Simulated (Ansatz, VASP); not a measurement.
# Y11Al5Si14O52 (amorphous 64SiO2-25Y2O3-11Al2O3 (mol %)) in two plane-wave programs, part 2 of 2

Aim: how closely do two programs agree when they are given the same cell, functional and k mesh? The structure shown is the start of the Ansatz relaxation below; VASP solves that cell, so the two are compared at the walk's first step.

VASP 6.6.1 and Ansatz 0.2.0.

So far: The starting structure; Ansatz: relaxation, PBE.

## Step 3: VASP: single point, PBE, start cell

Level of this step: PBE; plane waves and PAW (Si, Y_sv, Al, O) (VASP).

The same cell, functional and mesh now go to VASP, with its own data sets.

Lines of VASP's logs that name or quote its potential files are left out, and so is its time.

Contents of INCAR:

```
SYSTEM = Y11Al5Si14O52
PREC = Accurate
ENCUT = 520
EDIFF = 1E-06
NELM = 120
ISMEAR = 0
SIGMA = 0.01
LREAL = Auto
ALGO = Normal
GGA = PE
NBANDS = 618
LASPH = .TRUE.
LORBIT = 11
LWAVE = .FALSE.
LCHARG = .FALSE.
ISIF = 2
GGA_COMPAT = .FALSE.
EFERMI = MIDGAP
```

Contents of POSCAR:

```
Y11Al5Si14O52
1.0
   13.1449900000     -0.0719400000     -0.2313700000
   -0.0719400000     13.3475700000     -0.0122000000
   -0.2313700000     -0.0122000000     13.5727200000
Si Y Al O
28 22 10 104
Direct
    0.4786373538      0.7138980850      0.3091386164
    0.3538428006      0.5148683392      0.2529301424
    0.5669829985      0.2862474110      0.8375900390
    0.5294106402      0.5761962877      0.4864330314
    0.3036326920      0.5432220860      0.0206133189
    0.0088682926      0.9041931249      0.4461510304
    0.4583512644      0.0904379969      0.9388281844
    0.7422503543      0.9508807431      0.8811303268
    0.7555066301      0.7628124065      0.7574463984
    0.3230298575      0.2522462691      0.4783578253
    0.7711114465      0.1663915490      0.8154991801
    0.4833273234      0.1283325797      0.4473379765
    0.3036208227      0.4912117674      0.5197514966
    0.2091208629      0.7951832906      0.2393835230
    0.8003936124      0.4584564446      0.6966533045
    0.1778793017      0.6044988694      0.3683882685
    0.4711476458      0.9384493671      0.3298571335
    0.0043638316      0.3384377492      0.5334110333
    0.8879398071      0.6691522384      0.6047502852
    0.8752293515      0.7261326423      0.3723174598
    0.6347335705      0.6297774687      0.0603373231
    0.2711085559      0.2481593974      0.0919162800
    0.2924096496      0.7169298729      0.7734191352
    0.7613597899      0.3163393445      0.2040427530
    0.3052190201      0.1957175319      0.7045902574
    0.8819167192      0.2877190175      0.0003801186
    0.8066665201      0.9957317555      0.4563703046
    0.4412004554      0.0086068526      0.7328365687
    0.5479500171      0.3279407261      0.3436289905
    0.7070387178      0.5899493556      0.2726192635
[... 128 atom lines left out ...]
    0.4200333296      0.7289221423      0.7559115610
    0.8205202433      0.2160334873      0.9175301176
    0.3516109889      0.5002026095      0.1306926472
    0.2054871068      0.3356420770      0.1494570274
    0.8572370062      0.8504409113      0.1352429215
    0.3602931462      0.1182218662      0.4717332511
```

Contents of KPOINTS:

```
Automatic mesh
0
Gamma
1 1 1
0 0 0
```

The projector-augmented-wave data sets are Si, Y_sv, Al and O (PBE family, release 64).

Run with:

```console
> export OMP_NUM_THREADS=3
> mpirun -np 1 vasp_gam
```

Numbers of over 12 decimals in the logs are rounded to 6 here.

Output:

```text
[banner, memory and clock lines left out]
running    1 mpi-ranks, on    1 nodes
[...]
Offloading initialized ...    1 GPUs detected
[...]
LDA part: xc-table for (Slater+PW92), standard interpolation
 POSCAR, INCAR and KPOINTS ok, starting setup
[...]
entering main loop
       N       E                     dE             d eps       ncg     rms          rms(c)
DAV:   1     0.101110738979E+05    0.10111E+05   -0.59382E+05  1236   0.165E+03
DAV:   2    -0.550853200128E+03   -0.10662E+05   -0.10275E+05  1540   0.428E+02
DAV:   3    -0.149434946912E+04   -0.94350E+03   -0.93726E+03  1462   0.129E+02
DAV:   4    -0.154810282507E+04   -0.53753E+02   -0.53608E+02  1792   0.240E+01
[...]
DAV:  19    -0.133822641747E+04    0.12070E-04   -0.67266E-05  1768   0.152E-02    0.916E-03
DAV:  20    -0.133822641620E+04    0.12692E-05   -0.13189E-05  1448   0.533E-03    0.627E-03
DAV:  21    -0.133822641543E+04    0.77343E-06   -0.14626E-06   928   0.219E-03
   1 F= -.13382264E+04 E0= -.13382264E+04  d E =0.000000E+00
```

Parts of OUTCAR (step 3):

```text
  Total     -120.7041399   -119.7542819   -120.1900449      0.4707481      1.2864226      2.0144814
  in kB      -81.2357070    -80.5964382    -80.8897133      0.3168206      0.8657818      1.3557763
  external PRESSURE =     -80.9072861 kB  Pullay stress =       0.0000000 kB

  FREE ENERGIE OF THE ION-ELECTRON SYSTEM (eV)
  ---------------------------------------------------
  free  energy   TOTEN  =     -1338.2264154270 eV

  energy  without entropy=    -1338.2264154270  energy(sigma->0) =    -1338.22641543

[... 3 further parts left out ...]
[key lines of the parts left out:]
E-fermi :   3.4587
```

The run ends at a pressure of -8.09 GPa, with forces up to 0.90 eV/Å.

## Step 4: Comparison

Known differences besides the potentials themselves: fixed occupations in Ansatz, narrow Gaussian smearing in VASP; the cutoff is 420 eV in Ansatz and 520 eV in VASP (PREC = Accurate, projectors in real space). Total energies have different zeros and are not compared.

Forces on 7 of the 164 atoms, those with the largest forces and the largest differences (eV/Å; atoms numbered as in POSCAR):

```
atom         Ansatz x, y, z           VASP x, y, z
 O64   0.340, 0.460, -0.733   0.288, 0.417, -0.700
 O74  -0.056, 0.891, -0.200  -0.005, 0.849, -0.186
O122    0.666, 0.655, 0.236    0.593, 0.616, 0.249
O125  0.774, -0.198, -0.246  0.715, -0.173, -0.258
O142   0.884, -0.053, 0.194   0.801, -0.064, 0.194
O146   0.856, -0.147, 0.070   0.756, -0.164, 0.062
O164   0.740, 0.574, -0.247   0.677, 0.551, -0.234
```

The forces differ by 23 meV/Å r.m.s., which is 8.4 % of the r.m.s. force of 0.274 eV/Å (both taken over all components).

## Step 5: Outcome

| Item | Value |
| --- | --- |
| r.m.s. force difference (single point, PBE, start cell) | 8.4 % of the r.m.s. force |

In words: The r.m.s. force difference is 8.4 % of the r.m.s. force (single point, PBE, start cell), beyond the 3 % picked in this series as the mark of a large difference. What causes the difference of the single point, PBE, start cell pair stays open here. Such differences can come from data sets, numerical settings and the points named under the comparisons, not from the functional's error against experiment.

[Lines on the potential files, build, host, timing and source positions are cut from VASP's logs without a mark.]

[Logs are printed without paths, hosts, clocks, repeated set-up lines and the standing remarks that a program may print on its own settings, such as how far it seeks lower states.]

[Hosts, paths, dates, database ids (printed as entryN), source tags and the programs' standing remarks are cut or masked in the printed files.]
